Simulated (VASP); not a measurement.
Input:

```
BP
1.0
    0.00000     2.27000     2.27000
    2.27000     0.00000     2.27000
    2.27000     2.27000     0.00000
B P
1 1
Direct
  0.00000   0.00000   0.00000
  0.25000   0.25000   0.25000
```

The numbers are results of rev-vdW-DF2, VASP's PBE PAW potentials (set 64) (plane waves; VASP 6.6.1), not measurements. Numerical set-up: 520 eV cut-off, Gaussian smearing of 0.050 eV, potentials B P.

Q: Give the energies of bands 2 to 7 at the high-symmetry points, in eV from the valence-band maximum.

A: 
| band | Γ | X | U | L | W |
|---|---|---|---|---|---|
| 2 | 0.00 | -8.53 | -8.11 | -8.99 | -8.00 |
| 3 | 0.00 | -4.09 | -6.19 | -1.74 | -5.64 |
| 4 | 0.00 | -4.09 | -3.48 | -1.74 | -5.44 |
| 5 | 3.45 | 1.38 | 2.19 | 3.82 | 5.36 |
| 6 | 3.45 | 1.68 | 6.02 | 4.76 | 6.77 |
| 7 | 3.45 | 12.13 | 9.77 | 4.76 | 7.27 |

The gap is indirect, 1.28 eV, from the valence maximum at Γ to the conduction minimum at Γ-X at 0.86.

The compound is BP in the zinc blende structure. The cell was not relaxed at this level.
